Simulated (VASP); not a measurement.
Method: PBEsol GGA, VASP's PBE PAW potentials (set 64) (plane waves; VASP).

A VASP calculation is set up with these files.

### INCAR
```
SYSTEM = AuZn
PREC = Accurate; ENCUT = 400; LREAL = F
LASPH = T
EDIFF = 1E-6; NELM = 100; ALGO = Normal
LMAXMIX = 6
ISMEAR = 1; SIGMA = 0.1
GGA = PS
IBRION = 2; NSW = 60; ISIF = 3
EDIFFG = -0.01
LWAVE = F; LCHARG = F
```

### KPOINTS
```
Automatic mesh
0
Gamma
11 11 11
0 0 0
```

**POSCAR**
```
AuZn
1
    3.1270379203     0.0000000000    -0.0000000000
   -0.0000000000     3.1270379203    -0.0000000000
    0.0000000000    -0.0000000000     3.1270379203
Zn Au
1 1
Direct
  0.5000000000   0.5000000000   0.5000000000
  0.0000000000   0.0000000000   0.0000000000
```

POTCAR, in this order: Zn Au (PBE.64 set). Program: vasp_std.

**Question.** What will the output report for the number of irreducible k-points (NKPTS), number of bands (NBANDS), largest plane-wave count, number of space-group operations, FFT grid (NGX, NGY, NGZ)?

**Answer.** 
```yaml
number of irreducible k-points (NKPTS): 56
number of bands (NBANDS): 15
largest_plane_wave_count: 587
number_of_space_group_operations: 48
FFT grid (NGX, NGY, NGZ): 20 × 20 × 20
```

The compound is AuZn in the CsCl type structure. It was relaxed first. The start is the result of an earlier pass. The electron count is odd and the run is not spin-polarised, which forces a metal.
